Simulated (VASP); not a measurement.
TaTl, 2 atoms in the cell. It takes space group Pm-3m (No. 221, cubic). Conventional cell: a = 3.622 Å, b = 3.622 Å, c = 3.622 Å, α = 90.00°, β = 90.00°, γ = 90.00°. Around Ta (site symmetry m-3m) lie 8 Tl at 3.14 Å. Around Tl (site symmetry m-3m) lie 8 Ta at 3.14 Å. The cell was built by a generator and needn't be a form met in nature.

* Program: VASP 6.6.1
* Task: relaxation of cell and atoms
* Functional: LDA
* Potentials or basis: VASP PAW LDA potentials, release 64 (Ta_pv, Tl_d)
* Cutoff: 600 eV
* k mesh: 5 × 5 × 5
* Occupations: fermi-dirac, width 0.05 eV
* Spin: no spin polarisation
* Further INCAR settings: ALGO = Normal; EDIFF = 1e-07; IBRION = 2; EDIFFG = -0.01; NSW = 60; ISIF = 3

Potentials or basis: VASP PAW LDA potentials, release 64 (Ta_pv, Tl_d).

Command:

```sh
$ cat potpaw_LDA.64/Ta_pv/POTCAR potpaw_LDA.64/Tl_d/POTCAR > POTCAR
$ mpirun -np 1 vasp_std > vasp.out
```

Hardware: 1 thread of Intel(R) Xeon(R) 6975P-C (Granite Rapids), with other jobs on the host.

Q: Estimate the wall time of this run.

A: It took 22 s on 1 thread of Intel(R) Xeon(R) 6975P-C (Granite Rapids), with other jobs on the host, peak memory 0.16 GiB. Counts: scf iterations 57, k points 10, ion steps 7.
